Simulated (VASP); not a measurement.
# Germanium: GW quasiparticle gap, part 3 of 4

How does the gap of Germanium change from the starting functional to GW? The cell has space group Fd-3m. The start is a cell from a database of measured crystal structures.

VASP 6.6.1, plane waves and PAW; the level of theory is named at each step.

So far, quasiparticle gap on the mesh (eV): step 3 (G0W0, ENCUTGW 80, bands in the sums 80) 0.862; step 5 (G0W0, ENCUTGW 100, bands in the sums 104) 0.885; step 7 (G0W0, ENCUTGW 120, bands in the sums 136) 0.903.

### 9. G0W0, ENCUTGW 145, bands in the sums 184

This step: G0W0 on r2SCAN; plane waves and PAW (Ge_d_GW) (VASP 6.6.1).

ENCUTGW rises to 145 eV and the bands with it, to about the number of plane waves under that cutoff.

The input, INCAR:

```
SYSTEM = Ge
PREC = Accurate
ENCUT = 400
ISMEAR = 0
SIGMA = 0.01
LREAL = .FALSE.
METAGGA = R2SCAN
LASPH = .TRUE.
NBANDS = 184
ALGO = EVGW0
NELMGW = 1
ENCUTGW = 145
NOMEGA = 64
PRECFOCK = Fast
NBANDSGW = 24
LWAVE = .FALSE.
LCHARG = .FALSE.
```

The input, POSCAR:

```
Ge
1.0
    0.0000000000      2.8289100000      2.8289100000
    2.8289100000      0.0000000000      2.8289100000
    2.8289100000      2.8289100000      0.0000000000
Ge
2
Direct
    0.7500000000      0.7500000000      0.7500000000
    0.5000000000      0.5000000000      0.5000000000
```

The input, KPOINTS:

```
Automatic mesh
0
Gamma
4 4 4
0 0 0
```

The projector-augmented-wave data sets are Ge_d_GW (PBE family, release 64).

The run is started by

```console
> mpirun -np 8 vasp_std
```

Output:

```text
[banner, memory and clock lines left out]
running    8 mpi-ranks, on    1 nodes
[...]
[... a notice as in an earlier step ...]

 [... a notice as in an earlier step ...]

|                                                                             |
|           W    W    AA    RRRRR   N    N  II  N    N   GGGG   !!!           |
|           W    W   A  A   R    R  NN   N  II  NN   N  G    G  !!!           |
|           W    W  A    A  R    R  N N  N  II  N N  N  G       !!!           |
|           W WW W  AAAAAA  RRRRR   N  N N  II  N  N N  G  GGG   !            |
|           WW  WW  A    A  R   R   N   NN  II  N   NN  G    G                |
|           W    W  A    A  R    R  N    N  II  N    N   GGGG   !!!           |
|                                                                             |
|     The default for ENCUTGWSOFT is different in this version of VASP.       |
|     please manually set ENCUTGWSOFT =145 in the INCAR file.                 |
[...]
total number of BLAS operations        384.85 Gflops
NQ=   4    0.2500    0.2500    0.0000,
|.........|.........|.........|.........|.........|.........|.........|.........
 performed       2170000 updates of chi_q(r,r)
 total number of BLAS operations        542.66 Gflops
NQ=   5    0.5000    0.2500    0.0000,
|.........|.........|.........|.........|.........|.........|.........|.........
 performed       2986000 updates of chi_q(r,r)
 total number of BLAS operations        763.92 Gflops
NQ=   6   -0.2500    0.2500    0.0000,
|.........|.........|.........|.........|.........|.........|.........|.........
 performed       3732000 updates of chi_q(r,r)
 total number of BLAS operations        957.34 Gflops
NQ=   7    0.5000    0.5000    0.0000,
|.........|.........|.........|.........|.........|.........|.........|.........
 performed       4230000 updates of chi_q(r,r)
 total number of BLAS operations       1101.44 Gflops
NQ=   8   -0.2500    0.5000    0.2500,
|.........|.........|.........|.........|.........|.........|.........|.........
 performed       4834000 updates of chi_q(r,r)
 total number of BLAS operations       1251.34 Gflops
 resolving degeneracies of screened two electron integrals

 calculate QP shifts <psi_nk| G(iteration)W_0 |psi_nk>: iteration 1
 entering main loop
[key lines of the parts left out:]
E-fermi :   2.9964
```

The job ended after 50 s (8 MPI ranks of Intel Xeon Platinum 8375C at 2.90GHz (Ice Lake), shared host; peak memory 1.5 GiB).

Parts of OUTCAR (step 9):

```text
 QP shifts <psi_nk| G(iteration)W_0 |psi_nk>: iteration 1
 for sc-GW calculations column KS-energies equals QP-energies in previous step
 and V_xc(KS)=  KS-energies - (<T + V_ion + V_H > + <T+V_H+V_ion>^1  + <V_x>^1)
 k-point   1 :       0.0000    0.0000    0.0000
  band No.  KS-energies  QP-energies   sigma(KS)   V_xc(KS)     V^pw_x(r,r')   Z            occupation Imag(sigma)
    ...
     11     -10.5346     -10.5363     -11.8656     -11.8631     -17.8911       0.6800       2.0000       0.9312
     12       2.7797       2.4684     -12.5672     -12.1702     -13.4010       0.7843       2.0000       0.0837
     13       2.7797       2.4684     -12.5672     -12.1702     -13.4010       0.7843       2.0000       0.0837
     14       2.7797       2.4684     -12.5672     -12.1702     -13.4010       0.7843       2.0000       0.0837
     15       3.2130       3.6277     -11.9597     -12.4944      -7.9690       0.7754       0.0000      -0.0302
     16       5.4852       5.5806     -10.4975     -10.6211      -6.3150       0.7718       0.0000      -0.0748
     17       5.4852       5.5806     -10.4975     -10.6211      -6.3150       0.7718       0.0000      -0.0748
     18       5.4852       5.5806     -10.4975     -10.6211      -6.3150       0.7718       0.0000      -0.0748
    ...

[... 1 part as in an earlier step ...]

[... 2 further parts left out ...]
[key lines of the parts left out:]
E-fermi :   2.9964
```

The gap is now 0.916 eV, +13 meV against the GW run before. The band edges change places after GW: the least gap now runs from band 12 at Γ to band 15 at (0.5, 0, 0), while the states that bound the starting gap (band 12 at Γ, band 15 at Γ) lie 1.159 eV apart. Spin-orbit coupling is left out. VASP warns that the automatic setting of its frequency mesh failed and advises more k points, so the value is in doubt.

### 10. Empty bands

This step: r2SCAN; plane waves and PAW (Ge_d_GW) (VASP 6.6.1).

The empty bands are made again, for the run that follows.

The input, INCAR:

```
SYSTEM = Ge
PREC = Accurate
ENCUT = 400
ISMEAR = 0
SIGMA = 0.01
LREAL = .FALSE.
METAGGA = R2SCAN
LASPH = .TRUE.
NBANDS = 232
ALGO = Exact
NELM = 1
LWAVE = .TRUE.
LCHARG = .FALSE.
LOPTICS = .TRUE.
NEDOS = 1000
CSHIFT = 0.1
```

POSCAR is that of step 9.

KPOINTS is that of step 9.

The run is started by

```console
> mpirun -np 8 vasp_std
```

Output:

```text
[banner, memory and clock lines left out]
running    8 mpi-ranks, on    1 nodes
[...]
[... a notice as in an earlier step ...]

 [... a notice as in an earlier step ...]

 LDA part: xc-table for (None), standard interpolation
 found WAVECAR, reading the header
  number of bands has changed, file:    20 present:   232
  trying to continue reading WAVECAR, but it might fail
 POSCAR, INCAR and KPOINTS ok, starting setup
[...]
reading WAVECAR
 random initialization beyond band           20
 the WAVECAR file was read successfully
 initial charge from wavefunction
 entering main loop
       N       E                     dE             d eps       ncg     rms          rms(c)
[... 1 cycle as in an earlier step ...]
   1 F= -.27504892E+02 E0= -.27504892E+02  d E =-.886765-130
 writing wavefunctions
 optical routines
 imaginary and real dielectric function
 direction            1
 direction            2
 direction            3
```

The job ended after 15 s (8 MPI ranks; peak memory 1.1 GiB).

Parts of OUTCAR (step 10):

```text
  Total        0.0899969      0.0899969      0.0899969      0.0000000      0.0000000      0.0000000
  in kB        3.1845703      3.1845703      3.1845703      0.0000000      0.0000000      0.0000000
  external PRESSURE =       3.1845703 kB  Pullay stress =       0.0000000 kB

[... 4 parts as in an earlier step ...]

[... 2 further parts left out ...]
[key lines of the parts left out:]
E-fermi :   2.9503
```

WAVECAR now holds 232 bands for 28 electrons.

### 11. G0W0, ENCUTGW 170, bands in the sums 232

This step: G0W0 on r2SCAN; plane waves and PAW (Ge_d_GW) (VASP 6.6.1).

ENCUTGW rises to 170 eV and the bands with it, to about the number of plane waves under that cutoff.

The input, INCAR:

```
SYSTEM = Ge
PREC = Accurate
ENCUT = 400
ISMEAR = 0
SIGMA = 0.01
LREAL = .FALSE.
METAGGA = R2SCAN
LASPH = .TRUE.
NBANDS = 232
ALGO = EVGW0
NELMGW = 1
ENCUTGW = 170
NOMEGA = 64
PRECFOCK = Fast
NBANDSGW = 24
LWAVE = .FALSE.
LCHARG = .FALSE.
```

POSCAR is that of step 10.

KPOINTS is that of step 10.

The run is started by

```console
> mpirun -np 8 vasp_std
```

Output:

```text
[banner, memory and clock lines left out]
running    8 mpi-ranks, on    1 nodes
[...]
[... a notice as in an earlier step ...]

 [... a notice as in an earlier step ...]

|                                                                             |
|           W    W    AA    RRRRR   N    N  II  N    N   GGGG   !!!           |
|           W    W   A  A   R    R  NN   N  II  NN   N  G    G  !!!           |
|           W    W  A    A  R    R  N N  N  II  N N  N  G       !!!           |
|           W WW W  AAAAAA  RRRRR   N  N N  II  N  N N  G  GGG   !            |
|           WW  WW  A    A  R   R   N   NN  II  N   NN  G    G                |
|           W    W  A    A  R    R  N    N  II  N    N   GGGG   !!!           |
|                                                                             |
|     The default for ENCUTGWSOFT is different in this version of VASP.       |
|     please manually set ENCUTGWSOFT =170 in the INCAR file.                 |
[...]
total number of BLAS operations        864.49 Gflops
NQ=   4    0.2500    0.2500    0.0000,
|.........|.........|.........|.........|.........|.........|.........|.........
 performed       2763000 updates of chi_q(r,r)
 total number of BLAS operations       1165.44 Gflops
NQ=   5    0.5000    0.2500    0.0000,
|.........|.........|.........|.........|.........|.........|.........|.........
 performed       3799000 updates of chi_q(r,r)
 total number of BLAS operations       1588.98 Gflops
NQ=   6   -0.2500    0.2500    0.0000,
|.........|.........|.........|.........|.........|.........|.........|.........
 performed       4746000 updates of chi_q(r,r)
 total number of BLAS operations       1962.53 Gflops
NQ=   7    0.5000    0.5000    0.0000,
|.........|.........|.........|.........|.........|.........|.........|.........
 performed       5381000 updates of chi_q(r,r)
 total number of BLAS operations       2213.15 Gflops
NQ=   8   -0.2500    0.5000    0.2500,
|.........|.........|.........|.........|.........|.........|.........|.........
 performed       6150000 updates of chi_q(r,r)
 total number of BLAS operations       2521.94 Gflops
 resolving degeneracies of screened two electron integrals

 calculate QP shifts <psi_nk| G(iteration)W_0 |psi_nk>: iteration 1
 entering main loop
[key lines of the parts left out:]
E-fermi :   2.9964
```

It took 81 s on 8 MPI ranks; peak memory 1.9 GiB.

OUTCAR, selected parts (step 11):

```text
 QP shifts <psi_nk| G(iteration)W_0 |psi_nk>: iteration 1
 for sc-GW calculations column KS-energies equals QP-energies in previous step
 and V_xc(KS)=  KS-energies - (<T + V_ion + V_H > + <T+V_H+V_ion>^1  + <V_x>^1)
 k-point   1 :       0.0000    0.0000    0.0000
  band No.  KS-energies  QP-energies   sigma(KS)   V_xc(KS)     V^pw_x(r,r')   Z            occupation Imag(sigma)
    ...
     11     -10.5346     -10.5641     -11.9065     -11.8631     -17.8911       0.6790       2.0000       0.8798
     12       2.7797       2.4279     -12.6166     -12.1702     -13.4010       0.7882       2.0000       0.0411
     13       2.7797       2.4279     -12.6166     -12.1702     -13.4010       0.7882       2.0000       0.0411
     14       2.7797       2.4279     -12.6166     -12.1702     -13.4010       0.7882       2.0000       0.0411
     15       3.2130       3.5800     -12.0218     -12.4944      -7.9690       0.7765       0.0000      -0.0739
     16       5.4852       5.5539     -10.5320     -10.6211      -6.3150       0.7714       0.0000      -0.1050
     17       5.4852       5.5539     -10.5320     -10.6211      -6.3150       0.7714       0.0000      -0.1050
     18       5.4852       5.5539     -10.5320     -10.6211      -6.3150       0.7714       0.0000      -0.1050
    ...

[... 1 part as in an earlier step ...]

[... 2 further parts left out ...]
[key lines of the parts left out:]
E-fermi :   2.9964
```

The gap is now 0.924 eV, +8 meV against the GW run before. The band edges change places after GW: the least gap now runs from band 12 at Γ to band 15 at (0.5, 0, 0), while the states that bound the starting gap (band 12 at Γ, band 15 at Γ) lie 1.152 eV apart. Spin-orbit coupling is left out. VASP warns that the automatic setting of its frequency mesh failed and advises more k points, so the value is in doubt.

### 12. Empty bands

This step: r2SCAN; plane waves and PAW (Ge_d_GW) (VASP 6.6.1).

The empty bands are made again, for the run that follows.

The input, INCAR:

```
SYSTEM = Ge
PREC = Accurate
ENCUT = 400
ISMEAR = 0
SIGMA = 0.01
LREAL = .FALSE.
METAGGA = R2SCAN
LASPH = .TRUE.
NBANDS = 296
ALGO = Exact
NELM = 1
LWAVE = .TRUE.
LCHARG = .FALSE.
LOPTICS = .TRUE.
NEDOS = 1000
CSHIFT = 0.1
```

POSCAR is that of step 11.

KPOINTS is that of step 11.

The run is started by

```console
> mpirun -np 8 vasp_std
```

Output:

```text
[banner, memory and clock lines left out]
running    8 mpi-ranks, on    1 nodes
[...]
[... a notice as in an earlier step ...]

 [... a notice as in an earlier step ...]

 LDA part: xc-table for (None), standard interpolation
 found WAVECAR, reading the header
  number of bands has changed, file:    20 present:   296
  trying to continue reading WAVECAR, but it might fail
 POSCAR, INCAR and KPOINTS ok, starting setup
[...]
reading WAVECAR
 random initialization beyond band           20
 the WAVECAR file was read successfully
 initial charge from wavefunction
 entering main loop
       N       E                     dE             d eps       ncg     rms          rms(c)
[... 1 cycle as in an earlier step ...]
   1 F= -.27504892E+02 E0= -.27504892E+02  d E =0.000000E+00
 writing wavefunctions
 optical routines
 imaginary and real dielectric function
 direction            1
 direction            2
 direction            3
```

The job ended after 14 s (8 MPI ranks; peak memory 1.1 GiB).

OUTCAR, selected parts (step 12):

```text
  Total        0.0899969      0.0899969      0.0899969      0.0000000     -0.0000000      0.0000000
  in kB        3.1845703      3.1845703      3.1845703      0.0000000     -0.0000000      0.0000000
  external PRESSURE =       3.1845703 kB  Pullay stress =       0.0000000 kB

[... 4 parts as in an earlier step ...]

[... 2 further parts left out ...]
[key lines of the parts left out:]
E-fermi :   3.0042
```

WAVECAR now holds 296 bands for 28 electrons.

### 13. G0W0, ENCUTGW 200, bands in the sums 296

This step: G0W0 on r2SCAN; plane waves and PAW (Ge_d_GW) (VASP 6.6.1).

ENCUTGW rises to 200 eV and the bands with it, to about the number of plane waves under that cutoff.

The input, INCAR:

```
SYSTEM = Ge
PREC = Accurate
ENCUT = 400
ISMEAR = 0
SIGMA = 0.01
LREAL = .FALSE.
METAGGA = R2SCAN
LASPH = .TRUE.
NBANDS = 296
ALGO = EVGW0
NELMGW = 1
ENCUTGW = 200
NOMEGA = 64
PRECFOCK = Fast
NBANDSGW = 24
LWAVE = .FALSE.
LCHARG = .FALSE.
```

POSCAR is that of step 12.

KPOINTS is that of step 12.

The run is started by

```console
> mpirun -np 8 vasp_std
```

Output:

```text
[banner, memory and clock lines left out]
running    8 mpi-ranks, on    1 nodes
[...]
[... a notice as in an earlier step ...]

 [... a notice as in an earlier step ...]

|                                                                             |
|           W    W    AA    RRRRR   N    N  II  N    N   GGGG   !!!           |
|           W    W   A  A   R    R  NN   N  II  NN   N  G    G  !!!           |
|           W    W  A    A  R    R  N N  N  II  N N  N  G       !!!           |
|           W WW W  AAAAAA  RRRRR   N  N N  II  N  N N  G  GGG   !            |
|           WW  WW  A    A  R   R   N   NN  II  N   NN  G    G                |
|           W    W  A    A  R    R  N    N  II  N    N   GGGG   !!!           |
|                                                                             |
|     The default for ENCUTGWSOFT is different in this version of VASP.       |
|     please manually set ENCUTGWSOFT =200 in the INCAR file.                 |
[...]
total number of BLAS operations       1643.89 Gflops
NQ=   4    0.2500    0.2500    0.0000,
|.........|.........|.........|.........|.........|.........|.........|.........
 performed       3554000 updates of chi_q(r,r)
 total number of BLAS operations       2390.73 Gflops
NQ=   5    0.5000    0.2500    0.0000,
|.........|.........|.........|.........|.........|.........|.........|.........
 performed       4883000 updates of chi_q(r,r)
 total number of BLAS operations       3285.15 Gflops
NQ=   6   -0.2500    0.2500    0.0000,
|.........|.........|.........|.........|.........|.........|.........|.........
 performed       6098000 updates of chi_q(r,r)
 total number of BLAS operations       4131.55 Gflops
NQ=   7    0.5000    0.5000    0.0000,
|.........|.........|.........|.........|.........|.........|.........|.........
 performed       6915000 updates of chi_q(r,r)
 total number of BLAS operations       4728.33 Gflops
NQ=   8   -0.2500    0.5000    0.2500,
|.........|.........|.........|.........|.........|.........|.........|.........
 performed       7903000 updates of chi_q(r,r)
 total number of BLAS operations       5348.27 Gflops
 resolving degeneracies of screened two electron integrals

 calculate QP shifts <psi_nk| G(iteration)W_0 |psi_nk>: iteration 1
 entering main loop
[key lines of the parts left out:]
E-fermi :   2.9964
```

Elapsed: 94 s, on 8 MPI ranks; peak memory 2.2 GiB.

OUTCAR, selected parts (step 13):

```text
 QP shifts <psi_nk| G(iteration)W_0 |psi_nk>: iteration 1
 for sc-GW calculations column KS-energies equals QP-energies in previous step
 and V_xc(KS)=  KS-energies - (<T + V_ion + V_H > + <T+V_H+V_ion>^1  + <V_x>^1)
 k-point   1 :       0.0000    0.0000    0.0000
  band No.  KS-energies  QP-energies   sigma(KS)   V_xc(KS)     V^pw_x(r,r')   Z            occupation Imag(sigma)
    ...
     11     -10.5346     -10.5912     -11.9468     -11.8631     -17.8911       0.6758       2.0000       0.8532
     12       2.7797       2.3938     -12.6613     -12.1702     -13.4010       0.7859       2.0000       0.0148
     13       2.7797       2.3938     -12.6613     -12.1702     -13.4010       0.7859       2.0000       0.0148
     14       2.7797       2.3938     -12.6613     -12.1702     -13.4010       0.7859       2.0000       0.0148
     15       3.2130       3.5331     -12.0822     -12.4944      -7.9690       0.7767       0.0000      -0.1139
     16       5.4852       5.5273     -10.5663     -10.6211      -6.3150       0.7691       0.0000      -0.1242
     17       5.4852       5.5273     -10.5663     -10.6211      -6.3150       0.7691       0.0000      -0.1242
     18       5.4852       5.5273     -10.5663     -10.6211      -6.3150       0.7691       0.0000      -0.1242
    ...

[... 1 part as in an earlier step ...]

[... 2 further parts left out ...]
[key lines of the parts left out:]
E-fermi :   2.9964
```

The gap is now 0.927 eV, +2 meV against the GW run before. The band edges change places after GW: the least gap now runs from band 12 at Γ to band 15 at (0.5, 0, 0), while the states that bound the starting gap (band 12 at Γ, band 15 at Γ) lie 1.139 eV apart. Spin-orbit coupling is left out. VASP warns that the automatic setting of its frequency mesh failed and advises more k points, so the value is in doubt.

### 14. Empty bands

This step: r2SCAN; plane waves and PAW (Ge_d_GW) (VASP 6.6.1).

The empty bands are made again, for the run that follows.

The input, INCAR:

```
SYSTEM = Ge
PREC = Accurate
ENCUT = 400
ISMEAR = 0
SIGMA = 0.01
LREAL = .FALSE.
METAGGA = R2SCAN
LASPH = .TRUE.
NBANDS = 360
ALGO = Exact
NELM = 1
LWAVE = .TRUE.
LCHARG = .FALSE.
LOPTICS = .TRUE.
NEDOS = 1000
CSHIFT = 0.1
```

POSCAR is that of step 13.

KPOINTS is that of step 13.

The run is started by

```console
> mpirun -np 8 vasp_std
```

Output:

```text
[banner, memory and clock lines left out]
running    8 mpi-ranks, on    1 nodes
[...]
[... a notice as in an earlier step ...]

 [... a notice as in an earlier step ...]

 LDA part: xc-table for (None), standard interpolation
 found WAVECAR, reading the header
  number of bands has changed, file:    20 present:   360
  trying to continue reading WAVECAR, but it might fail
 POSCAR, INCAR and KPOINTS ok, starting setup
[...]
reading WAVECAR
 random initialization beyond band           20
 the WAVECAR file was read successfully
 initial charge from wavefunction
 entering main loop
       N       E                     dE             d eps       ncg     rms          rms(c)
[... 1 cycle as in an earlier step ...]
   1 F= -.27504892E+02 E0= -.27504892E+02  d E =-.118555E-75
 writing wavefunctions
 optical routines
 imaginary and real dielectric function
 direction            1
 direction            2
 direction            3
```

Wall time 12 s (8 MPI ranks); peak memory 1.1 GiB.

OUTCAR, selected parts (step 14):

```text
  Total        0.0899969      0.0899969      0.0899969      0.0000000      0.0000000     -0.0000000
  in kB        3.1845703      3.1845703      3.1845703      0.0000000      0.0000000     -0.0000000
  external PRESSURE =       3.1845703 kB  Pullay stress =       0.0000000 kB

[... 4 parts as in an earlier step ...]

[... 2 further parts left out ...]
[key lines of the parts left out:]
E-fermi :   2.9088
```

WAVECAR now holds 360 bands for 28 electrons.

[end of part 3 of 4]

[Lines on the potential files, build, host, timing and source positions are cut from VASP's logs without a mark.]

[Logs are printed without paths, hosts, clocks, repeated set-up lines and the standing remarks that a program may print on its own settings, such as how far it seeks lower states.]

[Hosts, paths, dates, database ids (printed as entryN), source tags and the programs' standing remarks are cut or masked in the printed files.]

[Pressures printed for these runs are not shown converged in the cutoff: they can be off by several GPa and have the wrong sign.]
